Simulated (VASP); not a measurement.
Consider the following.

```
Se
1.0
    4.07734     0.00000     0.00000
   -2.03867     3.53108     0.00000
    0.00000     0.00000     5.13177
Se
3
Cartesian
  1.00528   0.00000   1.71059
 -0.50264   0.87059   3.42118
  1.53603   2.66049   5.13177
```

All values below come from PBE GGA with D3 dispersion (Becke-Johnson damping) with spin-orbit coupling, VASP's PBE PAW potentials (set 64) (plane waves; VASP). Numerical set-up: 400 eV cut-off, 6×6×4 Γ-centred mesh, Gaussian smearing of 0.050 eV, potentials Se.

Problem. What does the run give for the energy per atom (σ→0), band gap (over mesh and band path) with the smallest direct gap where there is one?

Solution. 
| Property | Result |
|---|---|
| band gap (over mesh and band path) | 0.42 eV |
| smallest direct gap (over mesh and band path) | 0.42 eV |
| energy per atom (σ→0) | -3.853 eV/atom |

Only differences to runs with the same potentials and settings are physical.

The structure comes from a measured Se entry (P3_121) of the Crystallography Open Database, whose conditions weren't checked. It was relaxed first, which changed the volume by -6 %.
